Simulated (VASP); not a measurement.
An input for Ansatz (written as the equivalent of a VASP run, and not itself run):

Ansatz 0.2 input:
```yaml
crystal:
  lattice:
    - [4.1800000, 2.0900000, 2.0900000]
    - [2.0900000, 4.1800000, 2.0900000]
    - [2.0900000, 2.0900000, 4.1800000]
  atoms:
    - { symbol: Ni, position: [0.0000000, 0.0000000, 0.0000000], spin: 2 }
    - { symbol: Ni, position: [0.5000000, 0.5000000, 0.5000000], spin: -2 }
    - { symbol: O, position: [0.2500000, 0.2500000, 0.2500000] }
    - { symbol: O, position: [0.7500000, 0.7500000, 0.7500000] }
kpoints:
  mp_grid: { grid: [8, 8, 8] }
hamiltonian:
  xc: pbe
  pseudopotentials: { kind: paw }
  hubbard:
    sites:
      - { species: Ni, l: d, u_eff: 6 }
magnetization: { spin_polarized: true }
scf:
  occupations: { method: gaussian, width: 0.05 }
  max_iter: 100
output: { forces: true, stress: true, eigenvalues: true }
```

### Question
Translate this input to VASP (INCAR, KPOINTS, POSCAR, choice of POTCAR).

### Answer
This is not unique; one that fits is 
**KPOINTS**
```
Automatic
0
G
  8 8 8
```

File POSCAR:
```
NiO
4.180
  1.0000000000   0.5000000000   0.5000000000
  0.5000000000   1.0000000000   0.5000000000
  0.5000000000   0.5000000000   1.0000000000
Ni O
2 2
Cart
  0.0000000000   0.0000000000   0.0000000000
  1.0000000000   1.0000000000   1.0000000000
  0.5000000000   0.5000000000   0.5000000000
  1.5000000000   1.5000000000   1.5000000000
```

**INCAR**
```
SYSTEM = NiO
PREC = Accurate; ENCUT = 520; LREAL = .FALSE.
LASPH = .TRUE.
EDIFF = 1E-6; NELM = 100; ALGO = Normal
LMAXMIX = 4
ISMEAR = 0; SIGMA = 0.05
GGA = PE
MAGMOM = 2.0 -2.0 0.0 0.0
ISPIN = 2
LDAUL = 2 -1
LDAUU = 6.0 0
LDAUJ = 0 0
LDAU = .TRUE.; LDAUTYPE = 2; LDAUPRINT = 1
ISIF = 2
LWAVE = .FALSE.; LCHARG = .FALSE.; LORBIT = 10
```

POTCAR, in this order: Ni O (PBE.64 set). Program: vasp_std.

The two are equivalent in intent, not identical: each code has its own PAW files, so the cut-off isn't converted (ENCUT is set for VASP's; basis.ecutwfc is left out, and Ansatz then takes the one that its files recommend); Ansatz stops its SCF on the density residual and VASP on the energy change (EDIFF); the +U projectors differ, so the same U acts differently.

The compound is NiO in the rock salt, AFM-II order structure. The cell was not relaxed at this level. The run is one of a series of settings (LDAU = .TRUE., LDAUJ = 0 0, LDAUL = 2 -1, LDAUTYPE = 2, LDAUU = 6.0 0 against the base run), some of them coarse on purpose.
